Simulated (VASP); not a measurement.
Output of a VASP run:

**OSZICAR**
```
       N       E                     dE             d eps       ncg     rms          rms(c)
DAV:   1     0.472810069584E+03    0.47281E+03   -0.24438E+04 13500   0.187E+03
DAV:   2    -0.517721232376E+01   -0.47799E+03   -0.46071E+03 14314   0.498E+02
DAV:   3    -0.492406597510E+02   -0.44063E+02   -0.43319E+02 15067   0.150E+02
DAV:   4    -0.504337367220E+02   -0.11931E+01   -0.11549E+01 17940   0.239E+01
DAV:   5    -0.504526751966E+02   -0.18938E-01   -0.18787E-01 16389   0.276E+00    0.315E+01
DAV:   6    -0.481017795221E+02    0.23509E+01   -0.10692E+02 17010   0.815E+01    0.336E+01
DAV:   7    -0.431027457403E+02    0.49990E+01   -0.49844E+01 15076   0.868E+01    0.124E+01
DAV:   8    -0.431798170007E+02   -0.77071E-01   -0.38824E+00 15589   0.127E+01    0.783E+00
DAV:   9    -0.431571883318E+02    0.22629E-01   -0.80961E-01 18398   0.804E+00    0.309E+00
DAV:  10    -0.431715467720E+02   -0.14358E-01   -0.83812E-02 15494   0.209E+00    0.164E+00
DAV:  11    -0.431665772813E+02    0.49695E-02   -0.26634E-02 17165   0.150E+00    0.841E-01
DAV:  12    -0.431669462445E+02   -0.36896E-03   -0.32665E-03 16675   0.623E-01    0.270E-01
DAV:  13    -0.431669333468E+02    0.12898E-04   -0.81162E-04 16245   0.244E-01    0.101E-01
DAV:  14    -0.431669335434E+02   -0.19660E-06   -0.71896E-05 17953   0.901E-02    0.326E-02
DAV:  15    -0.431669364719E+02   -0.29285E-05   -0.27201E-05 15194   0.590E-02    0.123E-02
DAV:  16    -0.431669373185E+02   -0.84663E-06   -0.41887E-06 18614   0.165E-02    0.596E-03
DAV:  17    -0.431669372677E+02    0.50766E-07   -0.78512E-07 15899   0.934E-03
   1 F= -.43166937E+02 E0= -.43166580E+02  d E =-.107132E-02  mag=     3.2189
```

File OUTCAR:
```
------------------------ aborting loop because EDIFF is reached ----------------------------------------
  FORCE on cell =-STRESS in cart. coord.  units (eV):
  Direction    XX          YY          ZZ          XY          YZ          ZX
  --------------------------------------------------------------------------------------
  Total       -0.5477630     -0.8952251     -0.8314338      0.0000000      0.0000000      0.0000000
  in kB      -15.9937210    -26.1390082    -24.2764141      0.0000000      0.0000000      0.0000000
  external PRESSURE =     -22.1363811 kB  Pullay stress =       0.0000000 kB
  volume of cell :       54.87
      direct lattice vectors                 reciprocal lattice vectors
     3.778525694  0.000000000  0.000000000     0.264653487  0.000000000  0.000000000
     0.000000000  3.797418322  0.000000000     0.000000000  0.263336803  0.000000000
     0.000000000  0.000000000  3.824220451     0.000000000  0.000000000  0.261491201
 POSITION                                       TOTAL-FORCE (eV/Angst)
 -----------------------------------------------------------------------------------
      1.88926      1.89871      1.60412         0.000000      0.000000      0.016438
      0.00000      0.00000      3.67164         0.000000      0.000000      0.057933
      1.88926      1.89871      3.50779         0.000000      0.000000     -0.032339
      1.88926      0.00000      1.54724         0.000000      0.000000     -0.013659
      0.00000      1.89871      1.54724         0.000000      0.000000     -0.028373
 -----------------------------------------------------------------------------------
    total drift:                                0.000000      0.000000     -0.000060
  FREE ENERGIE OF THE ION-ELECTRON SYSTEM (eV)
  ---------------------------------------------------
  free  energy   TOTEN  =       -43.1669372677 eV

  energy  without entropy=      -43.1658659435  energy(sigma->0) =      -43.16658016

 total charge

# of ion       s       p       d       tot
------------------------------------------
    1        0.338   6.443   5.109  11.890
    2        2.099   5.954   0.724   8.778
    3        1.554   3.458   0.000   5.012
    4        1.554   3.469   0.000   5.023
    5        1.554   3.472   0.000   5.026
--------------------------------------------------
tot          7.099  22.797   5.833  35.730

 magnetization (x)

# of ion       s       p       d       tot
------------------------------------------
    1        0.013   0.021   2.879   2.913
    2        0.002   0.002   0.016   0.020
    3        0.007   0.043   0.000   0.051
    4        0.006   0.043   0.000   0.050
    5        0.006   0.045   0.000   0.051
--------------------------------------------------
tot          0.034   0.154   2.895   3.084
```
(Selected blocks of OUTCAR.)

**POSCAR**
```
SmMnO3
1
    3.7785256937     0.0000000000     0.0000000000
    0.0000000000     3.7974183222     0.0000000000
    0.0000000000     0.0000000000     3.8242204514
Mn Sm O
1 1 3
Direct
  0.5000000000   0.5000000000   0.4194621106
  0.0000000000   0.0000000000   0.9601013446
  0.5000000000   0.5000000000   0.9172569559
  0.5000000000   1.0000000000   0.4045897945
  0.0000000000   0.5000000000   0.4045897945
```

Q: Reconstruct the remaining input files.

A: One answer among several that fit: the input of the run itself, PBEsol GGA, plane waves, VASP's PBE PAW potentials (set 64).

**INCAR**
```
LASPH = .TRUE.   # aspherical one-centre terms
SIGMA = 0.1
LMAXMIX = 6
MAGMOM = 2.9 0.0 3*0.1
EDIFF = 1E-7   # SCF stop (eV)
LORBIT = 10
ISMEAR = 1
ALGO = Normal   # blocked Davidson
ISPIN = 2   # spin-polarised
SYSTEM = SmMnO3
ISIF = 2   # forces and stress, cell fixed
LREAL = .FALSE.
ENCUT = 600   # plane-wave cut-off (eV)
GGA = PS   # PBEsol
PREC = Accurate
LCHARG = .FALSE.
LWAVE = .FALSE.
NELM = 100
```

**KPOINTS**
```
Automatic
0
G
8 8 8
```

POTCAR, in this order: Mn_pv Sm_3 O (PBE.64 set). Program: vasp_std.

The 4f electrons are frozen in the core of the lanthanide potential, so 4f levels, which can set the real gap, and their magnetism are missing. The moments were started parallel, and other spin orders were not tried in this run.

The structure was generated: SmMnO3 was put into the tetragonal-perovskite type (P4mm), which need not be its known phase. This cell was strained or had an atom moved on purpose.
